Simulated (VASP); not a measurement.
The input files of a VASP run:

INCAR:
```
SYSTEM  =  HfN
LUSE_VDW  =  .TRUE.
PREC  =  Accurate
LASPH  =  .TRUE.   ! aspherical one-centre terms
ENCUT  =  520   ! plane-wave cut-off (eV)
ISIF  =  2   ! forces and stress, cell fixed
LCHARG  =  .FALSE.
PARAM2  =  1.0
PARAM1  =  0.1234
LMAXMIX  =  6   ! l cut-off of mixed one-centre charges
SIGMA  =  0.1   ! width (eV)
AGGAC  =  0.0
LREAL  =  .FALSE.   ! projection in real space or not
GGA  =  MK
ISMEAR  =  1   ! Methfessel-Paxton
NELM  =  100   ! most electronic steps
ALGO  =  Normal   ! blocked Davidson
EDIFF  =  1E-7
LWAVE  =  .FALSE.
```

File POSCAR:
```
HfN
1.0
  0.0000000000   2.2803434913   2.2803434913
  2.2803434913   0.0000000000   2.2803434913
  2.2803434913   2.2803434913   0.0000000000
Hf N
1 1
Cart
  0.0000000000   0.0000000000   0.0000000000
  2.2803434913   2.2803434913   2.2803434913
```

### KPOINTS
```
Automatic mesh
0
Gamma
14 14 14
0 0 0
```

POTCAR, in this order: Hf_pv N (PBE.64 set). Program: vasp_std.

Task: Translate this optB86b-vdW calculation to Quantum ESPRESSO's pw.x.

Result: One equivalent input (not run):
```
&CONTROL
  calculation = 'scf'
  pseudo_dir = './pseudo'
  outdir = './out'
  tprnfor = .true.
  tstress = .true.
/
&SYSTEM
  ibrav = 0
  nat = 2
  ntyp = 2
  ecutwfc = 84
  occupations = 'smearing'
  smearing = 'methfessel-paxton'
  degauss = 0.00735
  input_dft = 'vdw-df-ob86'
/
&ELECTRONS
  conv_thr = 7.3e-09
  electron_maxstep = 100
/
ATOMIC_SPECIES
  Hf 178.490 Hf.upf
  N 14.007 N.upf
CELL_PARAMETERS angstrom
     0.0000000    2.2803435    2.2803435
     2.2803435    0.0000000    2.2803435
     2.2803435    2.2803435    0.0000000
ATOMIC_POSITIONS crystal
  Hf   0.0000000  0.0000000  0.0000000
  N    0.5000000  0.5000000  0.5000000
K_POINTS automatic
  14 14 14 0 0 0
```
The two are equivalent in intent, not identical: the potentials are each code's own (VASP's PAW set, PseudoDojo norm-conserving files in pw.x), so ENCUT and ecutwfc are chosen apart and not converted; conv_thr bounds pw.x's estimated SCF error, while EDIFF bounds the energy change between steps.

The compound is HfN in the rock salt structure. This cell is one point of a volume scan, at 1.03 of the reference volume.
